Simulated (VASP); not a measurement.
Given:

```yaml
crystal:
  lattice:
    - [3.32413, 0.00000, 0.00000]
    - [-1.66206, 2.87878, 0.00000]
    - [0.00000, 0.00000, 5.77693]
  atoms:
    - { symbol: Sn, position: [0.00000, 0.00000, 0.00000] }
    - { symbol: Sn, position: [0.00000, 0.00000, 0.50000] }
    - { symbol: C, position: [0.33333, 0.66667, 0.25000] }
    - { symbol: C, position: [0.66667, 0.33333, 0.75000] }
```

Method: PBEsol GGA, VASP's PBE PAW potentials (set 64) (plane waves; VASP 6.6.1). Numerical set-up: 520 eV cut-off, Gaussian smearing of 0.050 eV, potentials Sn_d C.

Unless said otherwise, spin-orbit coupling is left out, though it shifts the bands of the heavy elements here.

**Question.** Estimate the band gap (along the path) with the smallest direct gap where there is one.

**Answer.** 
| Property | Value |
|---|---|
| band gap (along the path) | none (metal, semimetal or under 0.01 eV) |

Total energies compare only between runs with the same potentials, cut-off and functional.

The structure was generated: SnC was put into the NiAs type type (P6_3/mmc), which need not be its known phase. It was relaxed first, which changed the volume by +14 %.
